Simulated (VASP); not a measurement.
The system is SiGe3.

```
Si Ge
1.0
     2.63966    1.52401    3.61516
    -2.63966    1.52401    3.61516
     0.00000   -3.04802    3.61516
Si Ge
1 3
Direct
  0.50000 0.50000 0.50000
  0.00000 0.00000 0.00000
  0.27784 0.27784 0.27784
  0.72216 0.72216 0.72216
```

The cell was built by a generator and needn't be a form met in nature.

| Property | Result |
| --- | --- |
| Program | VASP 6.6.1 |
| Task | relaxation of cell and atoms |
| Functional | PBE |
| Potentials or basis | VASP PAW PBE potentials, release 64 (Si, Ge_d) |
| Cutoff | 520 eV |
| k mesh | 5 × 5 × 5 |
| Occupations | gaussian, width 0.15 eV |
| Spin | no spin polarisation |

At the start: pressure -3.7 GPa; volume 21.81 Å³/atom.

Question: Where does the relaxation end?

Answer: Over 8 steps the energy falls by 111.9 meV/atom and the volume is 18.44 Å³/atom (-15.5 %); space group R-3m (No. 166, to 0.05 Å).

The path:
```
step  energy change (eV)  largest force (eV/Å)  pressure (GPa)  volume (Å³)
   1              0.0000                0.7245           -3.73        87.26
   2             -0.2413                0.6686           -2.42        80.97
   3             -0.3763                0.6387            2.68        72.81
   4             -0.3762                0.7240            3.06        74.01
   5             -0.3896                0.1142           -0.99        74.73
   6             -0.4107                0.3902           -0.42        74.39
   7             -0.4388                0.1151           -0.90        74.00
   8             -0.4476                0.0473           -0.23        73.74
```

Final structure:
```
Si Ge
1.0
     2.42586    1.40057    3.61741
    -2.42586    1.40057    3.61741
     0.00000   -2.80114    3.61741
Si Ge
1 3
Cartesian
  0.0000 0.0000 5.4261
  0.0000 0.0000 0.0000
  0.0000 0.0000 2.8430
  0.0000 0.0000 8.0092
```

Caveat: the volume moved by over 15 % at a fixed basis, so the end points are rough; the relaxation stopped at a loose force limit of 0.08 eV/Å, so its end isn't a converged minimum.
